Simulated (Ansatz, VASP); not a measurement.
## AlZnNO in two plane-wave programs

One calculation is typed for both programs; each brings its own data sets. How far apart do they land? The cell is generated by rule, not measured, and may not be a known phase. The cell is taken from a series of runs on this material, whose earlier steps may have relaxed, scaled, displaced or heated it; both programs get it as it stands.

Calculated with Ansatz 0.2.0; plane waves, with VASP 6.6.1 beside it; single point at LDA.

The structure was built from a prototype and need not be the compound's stable phase.

## (1) Set-up

The structure is trigonal, space group P3m1 (No. 156). Conventional cell: a = 3.180 Å, b = 3.180 Å, c = 10.190 Å, α = 90.00°, β = 90.00°, γ = 120.00°. Nearest to Al lie 1 N at 1.91 Å and 3 O at 1.94 Å. Al has 4 N at 1.91 to 1.94 Å nearest. Nearest to N lie 4 Al at 1.91 to 1.94 Å. N has 1 Al at 1.91 Å and 3 Zn at 1.94 Å nearest. Nearest to O lie 4 Zn at 1.91 to 1.94 Å. Nearest to O lie 1 Zn at 1.91 Å and 3 Al at 1.94 Å. Farther neighbours and most contacts between anions are not listed.

## (2) VASP: single point, LDA

With cell and atoms fixed, the geometry can't cause a difference; cores, projectors, grids and the points listed under the comparison can.

Lines of VASP's logs that name or quote its potential files are left out, and so is its time.

Contents of INCAR:

```
SYSTEM = AlZnNO
PREC = Accurate
ENCUT = 600
EDIFF = 1E-06
NELM = 120
ISMEAR = 0
SIGMA = 0.1
LREAL = .FALSE.
ALGO = Normal
GGA = PW92
NBANDS = 34
LORBIT = 11
LWAVE = .FALSE.
LCHARG = .FALSE.
ISIF = 2
LASPH = .TRUE.
GGA_COMPAT = .FALSE.
KPAR = 2
```

Contents of POSCAR:

```
AlZnNO
1.0
    3.1800000000      0.0000000000      0.0000000000
   -1.5900000000      2.7539600000      0.0000000000
    0.0000000000      0.0000000000     10.1900000000
Al N O Zn
2 2 2 2
Direct
    0.3333330000      0.6666670000      0.0000000000
    0.6666663333      0.3333336667      0.2500000000
    0.3333330000      0.6666670000      0.1875000000
    0.6666663333      0.3333336667      0.4375000000
    0.3333330000      0.6666670000      0.6875000000
    0.6666663333      0.3333336667      0.9375000000
    0.3333330000      0.6666670000      0.5000000000
    0.6666663333      0.3333336667      0.7500000000
```

Contents of KPOINTS:

```
Automatic mesh
0
Gamma
6 6 2
0 0 0
```

Potentials, in the order of the species: Al, N, O and Zn (LDA family, release 64).

Run with:

```
$ mpirun -np 2 vasp_std
```

Numbers of over 12 decimals in the logs are rounded to 6 here.

What it wrote:

```text
[banner, memory and clock lines left out]
running    2 mpi-ranks, on    1 nodes
 distrk:  each k-point on    1 cores,    2 groups
 distr:  one band on    1 cores,    1 groups

 POSCAR found type information on POSCAR AlN O Zn
 POSCAR found :  4 types and       8 ions
|                                                                             |
|               ----> ADVICE to this user running VASP <----                  |
|                                                                             |
|     You enforced a specific xc type in the INCAR file but a different       |
|     [... a line on the potential file left out ...]
|     I HOPE YOU KNOW WHAT YOU ARE DOING!                                     |
|                                                                             |

 LDA part: xc-table for (Slater(with rela. corr.)+PW92), standard interpolation
 POSCAR, INCAR and KPOINTS ok, starting setup
 FFT: planning ... GRIDC
 FFT: planning ... GRID_SOFT
 FFT: planning ... GRID
 WAVECAR not read
 entering main loop
       N       E                     dE             d eps       ncg     rms          rms(c)
DAV:   1     0.481246600369E+03    0.48125E+03   -0.26891E+04   952   0.206E+03
DAV:   2     0.900033163224E+01   -0.47225E+03   -0.44724E+03   994   0.459E+02
DAV:   3    -0.581368939621E+02   -0.67137E+02   -0.65697E+02  1128   0.171E+02
DAV:   4    -0.606882485701E+02   -0.25514E+01   -0.25408E+01  1142   0.344E+01
DAV:   5    -0.607231435743E+02   -0.34895E-01   -0.34868E-01  1152   0.428E+00    0.204E+01
DAV:   6    -0.517560566675E+02    0.89671E+01   -0.31601E+01  1564   0.784E+01    0.106E+01
DAV:   7    -0.519759598831E+02   -0.21990E+00   -0.54917E+00  1152   0.183E+01    0.691E+00
DAV:   8    -0.519236745981E+02    0.52285E-01   -0.19676E+00  1526   0.194E+01    0.234E+00
DAV:   9    -0.518080582996E+02    0.11562E+00   -0.63638E-01  1600   0.994E+00    0.577E-01
DAV:  10    -0.518100993592E+02   -0.20411E-02   -0.84126E-02  1186   0.231E+00    0.293E-01
DAV:  11    -0.518101279605E+02   -0.28601E-04   -0.96106E-03  1520   0.965E-01    0.198E-01
DAV:  12    -0.518098375521E+02    0.29041E-03   -0.13973E-03  1478   0.526E-01    0.683E-02
DAV:  13    -0.518098293512E+02    0.82009E-05   -0.62615E-04  1300   0.183E-01    0.216E-02
DAV:  14    -0.518098230881E+02    0.62631E-05   -0.60312E-05  1302   0.138E-01    0.136E-02
DAV:  15    -0.518098214245E+02    0.16636E-05   -0.26979E-05  1088   0.361E-02    0.559E-03
DAV:  16    -0.518098212388E+02    0.18571E-06   -0.34020E-06  1128   0.212E-02
   1 F= -.51809821E+02 E0= -.51806871E+02  d E =-.590145E-02
```

OUTCAR, selected parts (step 2):

```text
ion  position               nearest neighbor table
   1  0.333  0.667  0.000-   3 1.91   6 1.94   6 1.94   6 1.94   8 3.14   2 3.14   8 3.14   2 3.14
                             2 3.14   8 3.14
   2  0.667  0.333  0.250-   4 1.91   3 1.94   3 1.94   3 1.94   1 3.14   7 3.14   7 3.14   1 3.14
                             7 3.14   1 3.14
   3  0.333  0.667  0.188-   1 1.91   2 1.94   2 1.94   2 1.94
   4  0.667  0.333  0.438-   2 1.91   7 1.94   7 1.94   7 1.94
   5  0.333  0.667  0.688-   7 1.91   8 1.94   8 1.94   8 1.94
   6  0.667  0.333  0.938-   8 1.91   1 1.94   1 1.94   1 1.94
   7  0.333  0.667  0.500-   5 1.91   4 1.94   4 1.94   4 1.94   2 3.14   2 3.14   2 3.14
   8  0.667  0.333  0.750-   6 1.91   5 1.94   5 1.94   5 1.94   1 3.14   1 3.14   1 3.14

  LATTYP: Found a hexagonal cell.
 ALAT       =     3.1800000000
 C/A-ratio  =     3.2044025157

 Subroutine GETGRP returns: Found  6 space group operations
 (whereof  6 operations were pure point group operations)

The static configuration has the point symmetry C_3v.

 Found     14 irreducible k-points:

   k-points           NKPTS =     14   k-points in BZ     NKDIM =     14   number of bands    NBANDS=     34

   dimension x,y,z NGX =    28 NGY =   28 NGZ =   84
   dimension x,y,z NGXF=    56 NGYF=   56 NGZF=  168

   ENCUT  =  600.0 eV  44.10 Ry    6.64 a.u.   6.35  6.35 20.35*2*pi/ulx,y,z

   NELECT =      52.0000    total number of electrons

 k-points in reciprocal lattice and weights: Automatic mesh
   0.00000000  0.00000000  0.00000000       0.014
   0.16666667 -0.00000000  0.00000000       0.083
   0.33333333 -0.00000000  0.00000000       0.083
   0.50000000 -0.00000000  0.00000000       0.042
   0.16666667  0.16666667  0.00000000       0.083
   0.33333333  0.16666667  0.00000000       0.167
   0.33333333  0.33333333  0.00000000       0.028
   0.00000000  0.00000000  0.50000000       0.014
   0.16666667 -0.00000000  0.50000000       0.083
[...]
0.33333333  0.16666667  0.50000000       0.167
   0.33333333  0.33333333  0.50000000       0.028

 average (electrostatic) potential at core
       1 -75.0383       2 -72.5801       3 -62.9753       4 -61.4744       5 -71.4483
       6 -74.1093       7 -33.2702       8 -34.6908

 E-fermi :   5.8757

 k-point     1 :       0.0000    0.0000    0.0000
  band No.  band energies     occupation
    ...
     21       2.4966      2.00000
     22       3.3519      2.00000
     23       3.3519      2.00000
     24       3.8887      2.00000
     25       4.4315      2.00000
     26       6.3243      0.00000
     27       6.3243      0.00000
     28       7.4327      0.00000
     29       8.0899      0.00000
     30      10.3158      0.00000
    ...

 k-point     2 :       0.1667   -0.0000    0.0000
  band No.  band energies     occupation
    ...
     22       2.4248      2.00000
     23       3.0524      2.00000
     24       3.9778      2.00000
     25       4.8225      2.00000
     26       5.5553      1.99999
     27       5.9446      0.33045
     28       8.1182      0.00000
     29       8.9518      0.00000
     30      10.3842      0.00000
     31      11.0774      0.00000
    ...

 k-point     3 :       0.3333   -0.0000    0.0000
  band No.  band energies     occupation
    ...
     22       1.8237      2.00000
     23       2.4323      2.00000
     24       3.0011      2.00000
     25       3.8396      2.00000
     26       5.2166      2.00000
     27       6.5440      0.00000
     28       8.2290      0.00000
     29       9.1819      0.00000
     30       9.7296      0.00000
     31      11.1055      0.00000
    ...

  Total       -2.3608233     -2.3608220     -0.2468580      0.0000000      0.0000000      0.0000000
  in kB      -42.3852875    -42.3852634     -4.4319901      0.0000000      0.0000000      0.0000000
  external PRESSURE =     -29.7341803 kB  Pullay stress =       0.0000000 kB

  energy-cutoff  :      600.00
  volume of cell :       89.24
      direct lattice vectors                 reciprocal lattice vectors
     3.180000000  0.000000000  0.000000000     0.314465409  0.181556740  0.000000000
    -1.590000000  2.753960000  0.000000000     0.000000000  0.363113480  0.000000000
     0.000000000  0.000000000 10.190000000     0.000000000  0.000000000  0.098135427

 POSITION                                       TOTAL-FORCE (eV/Angst)
 -----------------------------------------------------------------------------------
     -0.00000      1.83597      0.00000        -0.000000      0.000000      0.814703
      1.59000      0.91799      2.54750        -0.000000      0.000000      1.959427
     -0.00000      1.83597      1.91063        -0.000000      0.000000     -1.836732
      1.59000      0.91799      4.45812         0.000000     -0.000000     -1.235057
     -0.00000      1.83597      7.00562        -0.000000      0.000000      1.833681
      1.59000      0.91799      9.55312         0.000000     -0.000000      2.203777
     -0.00000      1.83597      5.09500        -0.000000      0.000000     -1.467383
      1.59000      0.91799      7.64250        -0.000000      0.000000     -2.272416
 -----------------------------------------------------------------------------------
    total drift:                                0.006082     -0.003515     -0.000283

  FREE ENERGIE OF THE ION-ELECTRON SYSTEM (eV)
  ---------------------------------------------------
  free  energy   TOTEN  =       -51.8098212388 eV

  energy  without entropy=      -51.8039197891  energy(sigma->0) =      -51.80687051

 total charge
# of ion       s       p       d       tot
------------------------------------------
    1        0.377   0.359   0.000   0.736
    2        0.370   0.414   0.000   0.783
    3        1.214   2.540   0.000   3.754
    4        1.223   2.433   0.000   3.656
    5        1.540   3.470   0.000   5.010
    6        1.572   3.494   0.000   5.066
    7        0.563   0.657   9.867  11.088
    8        0.495   0.566   9.922  10.984
--------------------------------------------------
tot          7.356  13.932  19.789  41.077

[... 3 further parts left out ...]
```

The k-mesh is coarse for a metal.

The run ends at a pressure of -2.97 GPa, with forces up to 2.3 eV/Å.

## (3) Ansatz: single point, LDA

Ansatz runs on its default PAW (the set named soft_2) files.

The same cell, functional (in two slightly different forms), mesh and smearing now go to Ansatz, which takes its cutoff from its data sets.

Contents of input.yaml:

```yaml
crystal:
  lattice:
    - [3.18, 0.0, 0.0]
    - [-1.59, 2.75396, 0.0]
    - [0.0, 0.0, 10.19]
  atoms:
    - { symbol: Al, position: [0.333333, 0.666667, 0.0] }
    - { symbol: Al, position: [0.666667, 0.333333, 0.25] }
    - { symbol: "N", position: [0.333333, 0.666667, 0.1875] }
    - { symbol: "N", position: [0.666667, 0.333333, 0.4375] }
    - { symbol: O, position: [0.333333, 0.666667, 0.6875] }
    - { symbol: O, position: [0.666667, 0.333333, 0.9375] }
    - { symbol: Zn, position: [0.333333, 0.666667, 0.5] }
    - { symbol: Zn, position: [0.666667, 0.333333, 0.75] }
kpoints:
  mp_grid: { grid: [6, 6, 2] }
hamiltonian:
  xc: lda
scf:
  occupations: { method: gaussian, width: 0.1 }
output:
  forces: true
  stress: true
  eigenvalues: true
```

Run with:

```
$ ansatz run input.yaml --threads 8 --pin off --max-ram 14336MiB --backend cpu --events-out ev --progress --plain --runs-dir out
```

What it wrote:

```text
Warning: the atoms were moved onto the symmetric positions of the space group found under crystal.symmetry.tolerance 1.0e-5 (fractional; no operation is sought that the atoms, as they stand in a round, miss by more than twice it, and no atom is moved by as much as it), and the run uses the moved positions. Before a round's move an operation carried an atom to 3.18e-6 Å from where it should land, the largest such dist [...]
Engine: ansatz 0.2.0, x86_64-unknown-linux-gnu
Pseudopotentials: kind: paw
Pseudopotential: Al, paw, valence charge 3, recommended cutoff 420 eV (normal), Al.paw.azcp
Pseudopotential: N, paw, valence charge 5, recommended cutoff 420 eV (normal), N.paw.azcp
Pseudopotential: O, paw, valence charge 6, recommended cutoff 420 eV (normal), O.paw.azcp
Pseudopotential: Zn, paw, valence charge 12, recommended cutoff 420 eV (normal), Zn.paw.azcp
Functional definition: SPW92
  exchange = slater_x
  correlation = pw_c
Crystal: 8 atoms, lattice volume = 89.240 Å³
Basis set: ecut = 420 eV, 1739 PW (Γ)
Bands: 34, of which v1, the nominal top of the filled ones, is band 26 counted from 1 (25 counted from 0)
Symmetry: 6 space group operations
Space group: P3m1 (ITA 156), of the structure as read, at distance tolerance 4.5e-5 Å
k-points: 14 of 72 (time reversal used)
Non-local potential: Al, projectors of the file, l = 0: 2, l = 1: 2, l = 2: 1
Non-local potential: N, projectors of the file, l = 0: 2, l = 1: 2, l = 2: 1
Non-local potential: O, projectors of the file, l = 0: 2, l = 1: 2, l = 2: 1
Non-local potential: Zn, projectors of the file, l = 0: 2, l = 1: 2, l = 2: 3, l = 3: 1
PAW form: soft (Blöchl's): semilocal exchange-correlation on the pseudo side does not see the compensation charge
PAW frozen core: Al, regenerated for the run's functional, and the local potential with it (the file was generated under x = pbe(κ = 0.804, μ = 0.219515), c = pbe(β = 0.066725))
PAW frozen core: N, regenerated for the run's functional, and the local potential with it (the file was generated under x = pbe(κ = 0.804, μ = 0.219515), c = pbe(β = 0.066725))
PAW frozen core: O, regenerated for the run's functional, and the local potential with it (the file was generated under x = pbe(κ = 0.804, μ = 0.219515), c = pbe(β = 0.066725))
PAW frozen core: Zn, regenerated for the run's functional, and the local potential with it (the file was generated under x = pbe(κ = 0.804, μ = 0.219515), c = pbe(β = 0.066725))
PAW one-centre angular grid: Al, 110 points (default); XC on 64 Gauss nodes
PAW one-centre angular grid: N, 110 points (default); XC on 64 Gauss nodes
PAW one-centre angular grid: O, 110 points (default); XC on 64 Gauss nodes
PAW one-centre angular grid: Zn, 590 points (default); XC on 64 Gauss nodes
Initial density: superposition of atomic densities (neutral atoms: chi_scale 0, normalization atom), corrected by the library's trained network
Initial wavefunctions: pseudopotential atomic-orbital guess
Functional: x = slater, c = lda
SCF iter   1: F=—  HF=-9381.498224 eV  |F-HF|=—  |Δ(HF+E_count)|=         —  Δρ=1.36e-2  dr2=4.06e-1  ethr=1.77e-3  ⟨swp⟩=6.3  Hψ=2245  notcnv=0  defer=3
preconditioner: auto → Kerker (q_TF=auto, 2.493 Å⁻¹)  [metal: Δε(μ)=0.016 eV  Ē_g=12.283 eV  σ=0.100 eV  W_gap=0.09  n_scr=26 (ndim 8)  ℏωp=28.3 eV  f_vac=0.000  D(μ)=3.02/eV (n_scr^D=26)]
SCF iter   2: F=—  HF=-9381.458878 eV  |F-HF|=—  |Δ(HF+E_count)|=   3.93e-2  Δρ=5.84e-3  dr2=1.44e-1  ethr=7.81e-4  ⟨swp⟩=1.7  Hψ=608  notcnv=0  defer=11
SCF iter   3: F=—  HF=-9381.442986 eV  |F-HF|=—  |Δ(HF+E_count)|=   1.59e-2  Δρ=2.75e-3  dr2=4.45e-2  ethr=2.77e-4  ⟨swp⟩=1.9  Hψ=666  notcnv=0  defer=11
SCF iter   4: F=—  HF=-9381.438288 eV  |F-HF|=—  |Δ(HF+E_count)|=   4.70e-3  Δρ=1.58e-3  dr2=1.85e-2  ethr=8.55e-5  ⟨swp⟩=2.0  Hψ=585  notcnv=0  defer=11
SCF iter   5: F=—  HF=-9381.435828 eV  |F-HF|=—  |Δ(HF+E_count)|=   2.46e-3  Δρ=9.32e-4  dr2=4.95e-3  ethr=3.56e-5  ⟨swp⟩=1.0  Hψ=565  notcnv=0  defer=22
automatic band count: iteration 5 solves 33 bands in place of 34: the levels show a gap, and the empty bands left out lie too high to hold charge; the band table lists the bands solved (type scf.n_extra_bands for more)
SCF iter   6: F=—  HF=-9381.434960 eV  |F-HF|=—  |Δ(HF+E_count)|=   8.68e-4  Δρ=4.79e-4  dr2=1.14e-3  ethr=9.52e-6  ⟨swp⟩=1.0  Hψ=441  notcnv=0  defer=12
automatic band count: iteration 6 solves 32 bands in place of 33: the levels show a gap, and the empty bands left out lie too high to hold charge; the band table lists the bands solved (type scf.n_extra_bands for more)
SCF iter   7: F=—  HF=-9381.434766 eV  |F-HF|=—  |Δ(HF+E_count)|=   1.95e-4  Δρ=3.57e-4  dr2=1.74e-4  ethr=2.20e-6  ⟨swp⟩=2.0  Hψ=608  notcnv=0  defer=12
SCF iter   8: F=—  HF=-9381.434706 eV  |F-HF|=—  |Δ(HF+E_count)|=   6.03e-5  Δρ=2.06e-4  dr2=6.50e-5  ethr=3.34e-7  ⟨swp⟩=2.0  Hψ=708  notcnv=0  defer=12
SCF iter   9: F=—  HF=-9381.434691 eV  |F-HF|=—  |Δ(HF+E_count)|=   1.50e-5  Δρ=5.06e-5  dr2=1.42e-5  ethr=1.25e-7  ⟨swp⟩=2.0  Hψ=617  notcnv=0  defer=12
SCF iter  10: F=—  HF=-9381.434688 eV  |F-HF|=—  |Δ(HF+E_count)|=   2.05e-6  Δρ=2.16e-5  dr2=4.87e-6  ethr=2.73e-8  ⟨swp⟩=2.2  Hψ=573  notcnv=0  defer=12
SCF iter  11: F=—  HF=-9381.434688 eV  |F-HF|=—  |Δ(HF+E_count)|=   6.53e-7  Δρ=1.36e-5  dr2=2.14e-6  ethr=9.37e-9  ⟨swp⟩=1.0  Hψ=433  notcnv=0  defer=12
SCF iter  12: F=—  HF=-9381.434687 eV  |F-HF|=—  |Δ(HF+E_count)|=   4.75e-7  Δρ=9.36e-6  dr2=3.22e-7  ethr=4.12e-9  ⟨swp⟩=2.0  Hψ=472  notcnv=0  defer=12
SCF iter  13: F=-9381.434687 eV  HF=-9381.434687 eV  |F-HF|=1.39e-8  |Δ(HF+E_count)|=   6.89e-8  Δρ=3.49e-6  dr2=1.88e-8  ethr=1.92e-10  ⟨swp⟩=8.1  Hψ=1821  notcnv=0
SCF 1 converged in 13 iterations: F = -9381.434687 eV  dr2 = 1.88e-8
  greatest PAW one-centre occupation: 0.988 electrons in one spin orbital (limit 2), on the Zn atom at site 7 (counted from 0), in its partial waves of l = 2
SCF converged after 13 iterations
Free energy (F): -9381.434687 eV
Harris-Foulkes:  -9381.434687 eV  (|F-HF|=1.39e-8)
Internal energy: -9381.428779 eV  (E = F + TS)
E sigma→0 (E₀):  -9381.431733 eV
Entropy (-TS):   -0.005908 eV (-0.739 meV/atom)
Fermi energy:    9.468080 eV
--- Per-component energies (eV) ---
  E_band       = 88.055462
  E_kinetic    = 924.035998
  E_local      = -6331.950025  (includes V_loc(G=0)·N_el)
  E_nonlocal   = 1452.556908
  E_hartree    = 2735.317448
  E_xc         = -615.489504
  E_vxc        = -506.541356  (∫ρ·V_xc dr)
  E_paw        = -4931.389546  (= ΣΔE_a)
  E_vpaw       = -920.681329  (= ΣTr[D̂ρ^β])
  E_aug_tail   = 0.004553  (compensation charges beyond the density's cutoff)
  E_ewald      = -2618.094257
  E_core_change = 3.579647  (= ΣΔE_core)
  E_smearing   = -0.005908  (= −TS)
  E_closure    = 0.000000  (closes the sum)
  Σ components = -9381.434687   (vs F -9381.434687, Δ=0.00e0)
--- Forces (eV/Å), atoms counted from 1 ---
  atom   1  Al     0.00000000    -0.00000000     0.81934094
  atom   2  Al     0.00000000     0.00000000     1.96738925
  atom   3  N      0.00000000    -0.00000000    -1.85246812
  atom   4  N     -0.00000000    -0.00000000    -1.20433572
  atom   5  O     -0.00000000     0.00000000     1.81288354
  atom   6  O      0.00000000     0.00000000     2.15593596
  atom   7  Zn     0.00000000    -0.00000000    -1.44863011
  atom   8  Zn     0.00000000     0.00000000    -2.25000752
  max |Σ_I F_I| component: 1.08e-4 eV/Å
--- Stress (GPa, compression-positive) ---
       -4.782071       0.000000       0.000000
        0.000000      -4.782071       0.000000
        0.000000       0.000000      -1.165700
  P = ⅓ Tr σ = -3.5766 GPa (-35.766 kbar)
--- Band table (eV; the first three rows and the last of 14) ---
  k-point 0: bands = [... 22 lower, 6.9462, 7.4824, 8.0330, 9.9161, 9.9161, 11.0131, 11.6839, 13.8832, ... 2 higher]
  k-point 1: bands = [... 22 lower, 6.9478, 6.9478, 8.7661, 9.9159, 9.9159, 10.5068, 11.9338, 13.9526, ... 2 higher]
  k-point 2: bands = [... 22 lower, 6.6476, 7.5732, 8.4186, 9.1545, 9.5370, 11.7017, 12.5477, 13.9806, ... 2 higher]
  k-point 13: bands = [... 22 lower, 4.9602, 6.4568, 6.5072, 7.2447, 11.1890, 13.1570, 13.4900, 13.8845, ... 2 higher]
```

The run ends at a pressure of -3.58 GPa, with forces up to 2.3 eV/Å.

## (4) Comparison

Known differences besides the potentials themselves: the cutoff is 420 eV in Ansatz and 600 eV in VASP; VASP's log shows a relativistic correction to its local exchange, Ansatz's none. Total energies have different zeros and are not compared.

Both answers:

| quantity | Ansatz | VASP | difference |
| --- | --- | --- | --- |
| pressure (GPa) | -3.58 | -2.97 | -0.60 |

Forces (eV/Å; atoms numbered as in POSCAR):

| atom | Ansatz x, y, z | VASP x, y, z |
| --- | --- | --- |
| Al1 | 0.000, 0.000, 0.819 | 0.000, 0.000, 0.815 |
| Al2 | 0.000, 0.000, 1.967 | 0.000, 0.000, 1.959 |
| N3 | 0.000, 0.000, -1.852 | 0.000, 0.000, -1.837 |
| N4 | 0.000, 0.000, -1.204 | 0.000, 0.000, -1.235 |
| O5 | 0.000, 0.000, 1.813 | 0.000, 0.000, 1.834 |
| O6 | 0.000, 0.000, 2.156 | 0.000, 0.000, 2.204 |
| Zn7 | 0.000, 0.000, -1.449 | 0.000, 0.000, -1.467 |
| Zn8 | 0.000, 0.000, -2.250 | 0.000, 0.000, -2.272 |

The forces differ by 14 meV/Å r.m.s., which is 1.4 % of the r.m.s. force of 1.019 eV/Å (both taken over all components).

## (5) What came out

| Item | Value |
| --- | --- |
| r.m.s. force difference (single point, LDA) | 1.4 % of the r.m.s. force |
| difference in pressure (single point, LDA) | -0.60 GPa |

The difference in pressure is -0.60 GPa (single point, LDA), within the 1 GPa picked in this series as the mark of a large difference. How closely two codes agree says nothing of how well the functional describes the real material.

[Lines on the potential files, build, host, timing and source positions are cut from VASP's logs without a mark.]

[Logs are printed without paths, hosts, clocks, repeated set-up lines and the standing remarks that a program may print on its own settings, such as how far it seeks lower states.]

[Hosts, paths, dates, database ids (printed as entryN), source tags and the programs' standing remarks are cut or masked in the printed files.]
